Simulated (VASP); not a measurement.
Ta$_{2}$Si (relaxed from the Fe2P structure, space group P-62m): computed properties

These are PBEsol GGA, VASP's PBE PAW potentials (set 64) (plane waves; VASP 6.6.1) values and carry that method's errors.

```json
{
 "space_group": "P-62m (189)",
 "cell": "a = 7.037 Å, b = 7.037 Å, c = 3.356 Å, α = 90.00°, β = 90.00°, γ = 120.00°",
 "volume_per_atom": "15.99 Å³/atom",
 "band gap (over mesh and band path)": "none (metal, semimetal or under 0.01 eV)",
 "density": "13.50 g/cm³"
}
```

```xyz
9
Lattice="7.0372 0.0000 0.0000 -3.5186 6.0944 0.0000 0.0000 0.0000 3.3562" Properties=species:S:1:pos:R:3 pbc="T T T"
Ta     1.8498     0.0000     0.0000
Ta    -0.9249     1.6020     3.3562
Ta     2.5937     4.4924     0.0000
Ta     4.2183     0.0000     1.6781
Ta    -2.1092     3.6532     1.6781
Ta     1.4095     2.4413     1.6781
Si    -3.5186     6.0944     1.6781
Si     0.0000     4.0629     3.3562
Si     3.5186     2.0315     0.0000
```

Unless said otherwise, spin-orbit coupling is left out, though it shifts the bands of the heavy elements here.

The structure was generated: Ta2Si was put into the Fe2P type (P-62m), which need not be its known phase. It was relaxed first, which changed the volume by -9 %. Symmetry was kept, so distortions that lower it aren't found.
